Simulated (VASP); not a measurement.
# AlV2C: magnetic orders, part 2 of 5

Wanted: the lowest of several collinear orders of AlV2C. The start is a computed cell from the Materials Project.

VASP 6.6.1, plane waves and PAW; the level of theory is named at each step.

Still holding for the runs below: The magnetic state follows from one typed start and may not be the lowest. The k-mesh is coarse for a metal. A U on the itinerant d states of such a compound is hard to justify; it moves the bands at the Fermi level and favours large moments.

So far: Set-up; Magnetic order, start order fm, signs ++++.

**2. Magnetic order, start order fm, signs ++++ (continued)**

Level of this step: PBEsol, DFT+U (V d 5 eV), spin-polarised, from parallel moments; plane waves and PAW (V, Al, C) (VASP).

Spin density in the ac plane at fractional y = 0.333, with atoms of V and Al within 0.2 Å of it.

Ten even steps from '_' (-0.03 e/Å³) to '@' (0.61 e/Å³), each cell a mean:
```
______________________________
__........____________________
__........____________________
______________________________
______________________________
______________________________
______________________________
______________________________
__........____________________
____....______________________
__........____________________
______________________________
____________....::::::::::....
____________..--**%%@@%%**--..
____________..--++######++--..
____________..................
______________________________
______________________________
______________________________
______________________________
____________..::----------::..
____________..--**@@@@@@**--..
____________..--++**##**++--..
______________......__......__
```
Columns run along a (2.9 Å), rows up along c (13.1 Å). Atoms in or near the plane, at fractional coordinates: V at (0.67, 0.09), V at (0.67, 0.41), Al at (0.67, 0.75).

Valence density in the ac plane at fractional y = 0.333, with atoms of V and Al within 0.2 Å of it. It is the smooth field of the valence electrons, not physical close to the nuclei.

Ten even steps from '0' (0.0 e/Å³) to '9' (2.0 e/Å³), each cell a mean:
```
223322111000111
112211100000001
111111100000001
000000111111111
000000110000011
000000000000000
000000000000000
000000111111111
000000111111111
111111100000001
122221110000011
223322111000111
222222222222222
111111236898632
100001135787531
000000111111111
000000000000000
000000000000000
000000000000000
000000000000000
000000112333211
111111246999642
111111234666432
223322111111111
```
Columns run along a (2.9 Å), rows up along c (13.1 Å). Atoms in or near the plane, at fractional coordinates: V at (0.67, 0.09), V at (0.67, 0.41), Al at (0.67, 0.75).

The largest moment at the end is 0.85 μB, and the moments of the cell sum to 2.66 μB.

**3. Magnetic order, start order AFM 1, signs ++--**

This step: PBEsol, DFT+U (V d 5 eV), spin-polarised, from moments of both signs; plane waves and PAW (V, Al, C) (VASP 6.6.1).

INCAR reads:

```
SYSTEM = AlV2C
PREC = Normal
ENCUT = 480
EDIFF = 1E-06
NELM = 150
ISMEAR = 0
SIGMA = 0.05
LREAL = .FALSE.
ALGO = Normal
GGA = PS
NBANDS = 31
ISPIN = 2
MAGMOM = 2 2 -2 -2 0 0 0 0
LDAU = .TRUE.
LDAUTYPE = 2
LDAUL = 2 -1 -1
LDAUU = 5 0 0
LDAUJ = 0 0 0
LDAUPRINT = 1
LASPH = .TRUE.
LMAXMIX = 4
LORBIT = 11
LWAVE = .FALSE.
LCHARG = .TRUE.
AMIX = 0.2
BMIX = 1E-04
AMIX_MAG = 0.8
BMIX_MAG = 1E-04
```

POSCAR reads:

```
AlV2C
1.0
    2.8875990726      0.0000000000      0.0000000000
   -1.4437995363      2.5007341528      0.0000000000
    0.0000000000      0.0000000000     13.1048231100
V Al C
4 2 2
Direct
    0.3333333333      0.6666666667      0.9136157800
    0.6666666667      0.3333333333      0.0863842200
    0.6666666667      0.3333333333      0.4136157800
    0.3333333333      0.6666666667      0.5863842200
    0.6666666667      0.3333333333      0.7500000000
    0.3333333333      0.6666666667      0.2500000000
    0.0000000000      0.0000000000      0.5000000000
    0.0000000000      0.0000000000      0.0000000000
```

KPOINTS reads:

```
Automatic mesh
0
Gamma
7 7 2
0 0 0
```

PAW data sets: V, Al and C (PBE family, release 64).

Command:

```
> mpirun -np 1 vasp_std
```

Log:

```text
[banner, memory and clock lines left out]
running    1 mpi-ranks, on    1 nodes
 distrk:  each k-point on    1 cores,    1 groups
 distr:  one band on    1 cores,    1 groups

 POSCAR found type information on POSCAR V AlC
 POSCAR found :  3 types and       8 ions
 [... a notice as in an earlier step ...]

 LDA part: xc-table for (Slater+PW92), standard interpolation
 POSCAR, INCAR and KPOINTS ok, starting setup
 FFT: planning ... GRIDC
 FFT: planning ... GRID_SOFT
 FFT: planning ... GRID
 WAVECAR not read
 entering main loop
       N       E                     dE             d eps       ncg     rms          rms(c)
DAV:   1     0.236960644437E+03    0.23696E+03   -0.11088E+04  1984   0.109E+03
DAV:   2    -0.141812462286E+02   -0.25114E+03   -0.23366E+03  1984   0.265E+02
DAV:   3    -0.611001315035E+02   -0.46919E+02   -0.44428E+02  3179   0.110E+02
DAV:   4    -0.641479303539E+02   -0.30478E+01   -0.29988E+01  3241   0.350E+01
DAV:   5    -0.642251001894E+02   -0.77170E-01   -0.77060E-01  3110   0.573E+00    0.455E+01
DAV:   6    -0.486075099952E+02    0.15618E+02   -0.34337E+01  3178   0.563E+01    0.169E+01
DAV:   7    -0.475876362468E+02    0.10199E+01   -0.10925E+01  3346   0.266E+01    0.608E+00
DAV:   8    -0.476361695186E+02   -0.48533E-01   -0.96884E-01  3098   0.726E+00    0.528E+00
DAV:   9    -0.479523553193E+02   -0.31619E+00   -0.13622E+00  3488   0.777E+00    0.221E+00
DAV:  10    -0.480244718218E+02   -0.72117E-01   -0.16038E-01  3039   0.319E+00    0.154E+00
DAV:  11    -0.481105139259E+02   -0.86042E-01   -0.91004E-02  3337   0.259E+00    0.114E+00
DAV:  12    -0.481817551495E+02   -0.71241E-01   -0.14754E-01  3473   0.299E+00    0.490E-01
DAV:  13    -0.481930778182E+02   -0.11323E-01   -0.28187E-02  2998   0.149E+00    0.333E-01
DAV:  14    -0.481927774292E+02    0.30039E-03   -0.16840E-02  3502   0.120E+00    0.200E-01
DAV:  15    -0.481941575370E+02   -0.13801E-02   -0.18847E-03  2993   0.430E-01    0.135E-01
DAV:  16    -0.481949298245E+02   -0.77229E-03   -0.13426E-03  3548   0.289E-01    0.718E-02
DAV:  17    -0.481950766979E+02   -0.14687E-03   -0.44210E-04  3075   0.186E-01    0.505E-02
DAV:  18    -0.481951156570E+02   -0.38959E-04   -0.14033E-04  3074   0.891E-02    0.254E-02
DAV:  19    -0.481951266412E+02   -0.10984E-04   -0.68052E-05  3704   0.674E-02    0.136E-02
DAV:  20    -0.481951336698E+02   -0.70285E-05   -0.28457E-05  3820   0.618E-02    0.120E-02
DAV:  21    -0.481951369363E+02   -0.32666E-05   -0.70585E-06  3108   0.256E-02    0.445E-03
DAV:  22    -0.481951374185E+02   -0.48215E-06   -0.24942E-06  2384   0.160E-02
   1 F= -.48195137E+02 E0= -.48195133E+02  d E =-.788732E-05  mag=     0.0000
```

Elapsed: 1.8 min, on 1 MPI rank of Intel Xeon Platinum 8488C (Sapphire Rapids), shared host; peak memory 0.2 GiB.

From OUTCAR (step 3):

```text
 Found     16 irreducible k-points:

   NELECT =      34.0000    total number of electrons

atom =   1  type =  1  l = 2

 onsite density matrix

spin component  1

  0.3812  0.0000 -0.0000  0.1752  0.0000
  0.0000  0.6369 -0.0000  0.0000  0.1752
 -0.0000 -0.0000  0.3967 -0.0000 -0.0000
  0.1752  0.0000 -0.0000  0.6369  0.0000
  0.0000  0.1752 -0.0000  0.0000  0.3812

spin component  2

  0.2746  0.0000 -0.0000  0.0783  0.0000
  0.0000  0.2862 -0.0000 -0.0000  0.0783
 -0.0000 -0.0000  0.1519 -0.0000 -0.0000
  0.0783 -0.0000 -0.0000  0.2862  0.0000
  0.0000  0.0783 -0.0000  0.0000  0.2746

 occupancies and eigenvectors

  o =  0.1519  v =  0.0000  0.0000  0.0000  0.0000  0.0000  0.0000  0.0000 -1.0000 -0.0000 -0.0000      0.0000  0.0000  0.0000  0.0000  0.0000  0.0000  0.0000  0.0000  0.0000  0.0000
  o =  0.2019  v =  0.0000  0.0000  0.0000  0.0000  0.0000  0.0000 -0.6803 -0.0000 -0.0000  0.7329      0.0000  0.0000  0.0000  0.0000  0.0000  0.0000  0.0000  0.0000  0.0000  0.0000
  o =  0.2019  v =  0.0000  0.0000  0.0000  0.0000  0.0000 -0.7329  0.0000 -0.0000  0.6803  0.0000      0.0000  0.0000  0.0000  0.0000  0.0000  0.0000  0.0000  0.0000  0.0000  0.0000
  o =  0.2922  v =  0.0000 -0.4531  0.0000 -0.0000  0.8915  0.0000  0.0000  0.0000  0.0000  0.0000      0.0000  0.0000  0.0000  0.0000  0.0000  0.0000  0.0000  0.0000  0.0000  0.0000
  o =  0.2922  v = -0.8915  0.0000 -0.0000  0.4531  0.0000  0.0000  0.0000  0.0000  0.0000  0.0000      0.0000  0.0000  0.0000  0.0000  0.0000  0.0000  0.0000  0.0000  0.0000  0.0000
  o =  0.3589  v =  0.0000  0.0000  0.0000  0.0000  0.0000  0.0000  0.7329 -0.0000 -0.0000  0.6803      0.0000  0.0000  0.0000  0.0000  0.0000  0.0000  0.0000  0.0000  0.0000  0.0000
  o =  0.3589  v =  0.0000  0.0000  0.0000  0.0000  0.0000 -0.6803  0.0000  0.0000 -0.7329 -0.0000      0.0000  0.0000  0.0000  0.0000  0.0000  0.0000  0.0000  0.0000  0.0000  0.0000
  o =  0.3967  v =  0.0000  0.0000  1.0000  0.0000 -0.0000  0.0000  0.0000  0.0000  0.0000  0.0000      0.0000  0.0000  0.0000  0.0000  0.0000  0.0000  0.0000  0.0000  0.0000  0.0000
  o =  0.7259  v =  0.0000  0.8915 -0.0000 -0.0000  0.4531  0.0000  0.0000  0.0000  0.0000  0.0000      0.0000  0.0000  0.0000  0.0000  0.0000  0.0000  0.0000  0.0000  0.0000  0.0000
  o =  0.7259  v = -0.4531  0.0000  0.0000 -0.8915 -0.0000  0.0000  0.0000  0.0000  0.0000  0.0000      0.0000  0.0000  0.0000  0.0000  0.0000  0.0000  0.0000  0.0000  0.0000  0.0000

atom =   2  type =  1  l = 2

 onsite density matrix

spin component  1

spin component  2

 occupancies and eigenvectors

atom =   3  type =  1  l = 2

 onsite density matrix

spin component  1

  0.2746 -0.0000 -0.0000 -0.0783  0.0000
 -0.0000  0.2862  0.0000  0.0000 -0.0783
 -0.0000  0.0000  0.1519  0.0000 -0.0000
 -0.0783  0.0000  0.0000  0.2862 -0.0000
  0.0000 -0.0783 -0.0000 -0.0000  0.2746

spin component  2

  0.3812  0.0000 -0.0000 -0.1752  0.0000
  0.0000  0.6369  0.0000  0.0000 -0.1752
 -0.0000  0.0000  0.3967  0.0000 -0.0000
 -0.1752  0.0000  0.0000  0.6369 -0.0000
  0.0000 -0.1752 -0.0000 -0.0000  0.3812

 occupancies and eigenvectors

  o =  0.1519  v =  0.0000  0.0000  1.0000 -0.0000  0.0000  0.0000  0.0000  0.0000  0.0000  0.0000      0.0000  0.0000  0.0000  0.0000  0.0000  0.0000  0.0000  0.0000  0.0000  0.0000
  o =  0.2019  v =  0.0000  0.6803 -0.0000  0.0000  0.7329  0.0000  0.0000  0.0000  0.0000  0.0000      0.0000  0.0000  0.0000  0.0000  0.0000  0.0000  0.0000  0.0000  0.0000  0.0000
  o =  0.2019  v = -0.7329  0.0000 -0.0000 -0.6803  0.0000  0.0000  0.0000  0.0000  0.0000  0.0000      0.0000  0.0000  0.0000  0.0000  0.0000  0.0000  0.0000  0.0000  0.0000  0.0000
  o =  0.2922  v =  0.0000  0.0000  0.0000  0.0000  0.0000 -0.0001  0.4531  0.0000 -0.0000  0.8915      0.0000  0.0000  0.0000  0.0000  0.0000  0.0000  0.0000  0.0000  0.0000  0.0000
  o =  0.2922  v =  0.0000  0.0000  0.0000  0.0000  0.0000  0.8915  0.0000  0.0000  0.4531  0.0001      0.0000  0.0000  0.0000  0.0000  0.0000  0.0000  0.0000  0.0000  0.0000  0.0000
  o =  0.3589  v =  0.0000 -0.7329 -0.0000  0.0000  0.6803  0.0000  0.0000  0.0000  0.0000  0.0000      0.0000  0.0000  0.0000  0.0000  0.0000  0.0000  0.0000  0.0000  0.0000  0.0000
  o =  0.3589  v =  0.6803  0.0000 -0.0000 -0.7329  0.0000  0.0000  0.0000  0.0000  0.0000  0.0000      0.0000  0.0000  0.0000  0.0000  0.0000  0.0000  0.0000  0.0000  0.0000  0.0000
  o =  0.3967  v =  0.0000  0.0000  0.0000  0.0000  0.0000  0.0000  0.0000 -1.0000  0.0000  0.0000      0.0000  0.0000  0.0000  0.0000  0.0000  0.0000  0.0000  0.0000  0.0000  0.0000
  o =  0.7259  v =  0.0000  0.0000  0.0000  0.0000  0.0000 -0.0000 -0.8915 -0.0000  0.0000  0.4531      0.0000  0.0000  0.0000  0.0000  0.0000  0.0000  0.0000  0.0000  0.0000  0.0000
  o =  0.7259  v =  0.0000  0.0000  0.0000  0.0000  0.0000 -0.4531  0.0000  0.0000  0.8915 -0.0000      0.0000  0.0000  0.0000  0.0000  0.0000  0.0000  0.0000  0.0000  0.0000  0.0000

atom =   4  type =  1  l = 2

 onsite density matrix

spin component  1

spin component  2

 occupancies and eigenvectors

  o =  0.1519  v =  0.0000  0.0000  1.0000  0.0000  0.0000  0.0000  0.0000  0.0000  0.0000  0.0000      0.0000  0.0000  0.0000  0.0000  0.0000  0.0000  0.0000  0.0000  0.0000  0.0000
  o =  0.2019  v =  0.0000 -0.6803  0.0000 -0.0000 -0.7329  0.0000  0.0000  0.0000  0.0000  0.0000      0.0000  0.0000  0.0000  0.0000  0.0000  0.0000  0.0000  0.0000  0.0000  0.0000
  o =  0.2019  v = -0.7329  0.0000 -0.0000 -0.6803  0.0000  0.0000  0.0000  0.0000  0.0000  0.0000      0.0000  0.0000  0.0000  0.0000  0.0000  0.0000  0.0000  0.0000  0.0000  0.0000
  o =  0.2922  v =  0.0000  0.0000  0.0000  0.0000  0.0000  0.0000  0.4531  0.0000  0.0000  0.8915      0.0000  0.0000  0.0000  0.0000  0.0000  0.0000  0.0000  0.0000  0.0000  0.0000
  o =  0.2922  v =  0.0000  0.0000  0.0000  0.0000  0.0000 -0.8915  0.0000 -0.0000 -0.4531  0.0000      0.0000  0.0000  0.0000  0.0000  0.0000  0.0000  0.0000  0.0000  0.0000  0.0000
  o =  0.3589  v =  0.0000 -0.7329 -0.0000  0.0000  0.6803  0.0000  0.0000  0.0000  0.0000  0.0000      0.0000  0.0000  0.0000  0.0000  0.0000  0.0000  0.0000  0.0000  0.0000  0.0000
  o =  0.3589  v =  0.6803  0.0000 -0.0000 -0.7329  0.0000  0.0000  0.0000  0.0000  0.0000  0.0000      0.0000  0.0000  0.0000  0.0000  0.0000  0.0000  0.0000  0.0000  0.0000  0.0000
  o =  0.3967  v =  0.0000  0.0000  0.0000  0.0000  0.0000  0.0000 -0.0000  1.0000  0.0000 -0.0000      0.0000  0.0000  0.0000  0.0000  0.0000  0.0000  0.0000  0.0000  0.0000  0.0000
  o =  0.7259  v =  0.0000  0.0000  0.0000  0.0000  0.0000  0.0000 -0.8915 -0.0000  0.0000  0.4531      0.0000  0.0000  0.0000  0.0000  0.0000  0.0000  0.0000  0.0000  0.0000  0.0000
  o =  0.7259  v =  0.0000  0.0000  0.0000  0.0000  0.0000 -0.4531  0.0000  0.0000  0.8915 -0.0000      0.0000  0.0000  0.0000  0.0000  0.0000  0.0000  0.0000  0.0000  0.0000  0.0000

 E-fermi :   7.8839

 spin component 1
 k-point     1 :       0.0000    0.0000    0.0000
  band No.  band energies     occupation
    ...
     13       6.4007      1.00000
     14       6.4007      1.00000
     15       6.6569      1.00000
     16       7.7643      0.99964
     17       7.7643      0.99964
     18       8.5134      0.00000
     19       8.6780      0.00000
     20       8.6780      0.00000
     21       8.8649      0.00000
     22       8.8649      0.00000
    ...

 k-point     2 :       0.1429   -0.0000    0.0000
  band No.  band energies     occupation
    ...
     12       5.5882      1.00000
     13       6.4778      1.00000
     14       6.5319      1.00000
     15       6.7507      1.00000
     16       7.3837      1.00000
     17       8.0146      0.00011
     18       8.0371      0.00001
     19       8.5927      0.00000
     20       8.9246      0.00000
     21       8.9330      0.00000
    ...

 k-point     3 :       0.2857   -0.0000    0.0000
  band No.  band energies     occupation
    ...
     13       6.0354      1.00000
     14       6.7257      1.00000
     15       6.7591      1.00000
     16       6.8457      1.00000
     17       7.2268      1.00000
     18       8.6576      0.00000
     19       8.7790      0.00000
     20       8.8801      0.00000
     21       9.1959      0.00000
     22       9.4830      0.00000
    ...

 k-point     4 :       0.4286    0.0000    0.0000
  band No.  band energies     occupation
    ...
     13       5.4417      1.00000
     14       5.9771      1.00000
     15       6.1057      1.00000
     16       6.5673      1.00000
     17       6.9485      1.00000
     18       8.8107      0.00000
     19       8.8861      0.00000
     20       9.6256      0.00000
     21       9.8356      0.00000
     22       9.8965      0.00000
    ...

  Total        7.4351913      7.4351913      4.5512494      0.0000000      0.0000000      0.0000000
  in kB      125.8830188    125.8830188     77.0558537      0.0000000      0.0000000      0.0000000
  external PRESSURE =     109.6072971 kB  Pullay stress =       0.0000000 kB

 POSITION                                       TOTAL-FORCE (eV/Angst)
 -----------------------------------------------------------------------------------
     -0.00000      1.66716     11.97277         0.000000     -0.000000     -0.475546
      1.44380      0.83358      1.13205        -0.000000      0.000000      0.475546
      1.44380      0.83358      5.42036        -0.000000     -0.000000     -0.475546
     -0.00000      1.66716      7.68446         0.000000     -0.000000      0.475546
      1.44380      0.83358      9.82862        -0.000000     -0.000000      0.000000
     -0.00000      1.66716      3.27621        -0.000000      0.000000      0.000000
      0.00000      0.00000      6.55241        -0.000000     -0.000000      0.000000
      0.00000      0.00000      0.00000        -0.000000     -0.000000      0.000000
 -----------------------------------------------------------------------------------
    total drift:                               -0.000000      0.000000     -0.000000

  FREE ENERGIE OF THE ION-ELECTRON SYSTEM (eV)
  ---------------------------------------------------
  free  energy   TOTEN  =       -48.1951374185 eV

  energy  without entropy=      -48.1951295311  energy(sigma->0) =      -48.19513347

 total charge
# of ion       s       p       d       tot
------------------------------------------
    1        0.523   0.908   3.658   5.089
    2        0.523   0.908   3.658   5.089
    3        0.523   0.908   3.658   5.089
    4        0.523   0.908   3.658   5.089
    5        0.420   0.397   0.000   0.816
    6        0.420   0.397   0.000   0.816
    7        0.893   1.585   0.000   2.478
    8        0.893   1.585   0.000   2.478
--------------------------------------------------
tot          4.718   7.594  14.633  26.945

 magnetization (x)
# of ion       s       p       d       tot
------------------------------------------
    1        0.001  -0.002   1.155   1.154
    2        0.001  -0.002   1.155   1.154
    3       -0.001   0.002  -1.155  -1.154
    4       -0.001   0.002  -1.155  -1.154
    5        0.000   0.000   0.000   0.000
    6        0.000   0.000   0.000   0.000
    7        0.030   0.181   0.000   0.212
    8       -0.030  -0.181   0.000  -0.212
--------------------------------------------------
tot          0.000   0.000   0.000   0.000

[... 9 parts as in an earlier step ...]

[... 5 further parts left out ...]
```

This step gave:

```yaml
electronic_cycles: 22
free_energy_toten: -48.20 eV
fermi_energy: 7.884 eV
```

Spin moment in the PAW sphere by atom:

```csv
atom,spin moment in the PAW sphere (μB)
V1,1.15
V2,1.15
V3,-1.15
V4,-1.15
Al5,0.00
Al6,0.00
C7,0.21
C8,-0.21
```

Force by atom:

| atom | x (eV/Å) | y (eV/Å) | z (eV/Å) | size |
| --- | --- | --- | --- | --- |
| V1 | 0.000 | 0.000 | -0.476 | 0.476 |
| V2 | 0.000 | 0.000 | 0.476 | 0.476 |
| V3 | 0.000 | 0.000 | -0.476 | 0.476 |
| V4 | 0.000 | 0.000 | 0.476 | 0.476 |
| Al5 | 0.000 | 0.000 | 0.000 | 0.000 |
| Al6 | 0.000 | 0.000 | 0.000 | 0.000 |
| C7 | 0.000 | 0.000 | 0.000 | 0.000 |
| C8 | 0.000 | 0.000 | 0.000 | 0.000 |

Spin density in the ac plane at fractional y = 0.333, with atoms of V and Al within 0.2 Å of it.

Ten even steps from '_' (-0.80 e/Å³) to '@' (0.81 e/Å³), each cell a mean:
```
++++++++++++======++++++======
++++++++++++++++==========++++
++++++++++++++++++======++++++
++++++++++++++==============++
==++++++++====================
==============================
================++++++++++====
==============++++++++++++++==
==================++++++======
==============================
==============================
==++++++++====================
==++++++++======----------====
==============--..______..--==
==============--::..__..::--==
==================------======
====++++======================
==============================
============++++++++++++++++++
++========++++++++++++++++++++
++++++++++++++++**********++++
++++++++++++++**%%@@@@@@%%**++
++========++++**##%%%%%%##**++
============++++++++++++++++++
```
Columns run along a (2.9 Å), rows up along c (13.1 Å). Atoms in or near the plane, at fractional coordinates: V at (0.67, 0.09), V at (0.67, 0.41), Al at (0.67, 0.75).

(Continued in part 3 of 5.)

[Lines on the potential files, build, host, timing and source positions are cut from VASP's logs without a mark.]

[Logs are printed without paths, hosts, clocks, repeated set-up lines and the standing remarks that a program may print on its own settings, such as how far it seeks lower states.]

[Hosts, paths, dates, database ids (printed as entryN), source tags and the programs' standing remarks are cut or masked in the printed files.]

[In band tables of VASP the shares of atoms and orbitals are scaled to a sum of 1 inside the atoms' spheres.]

[Runs that stopped without an error message from VASP are left out.]
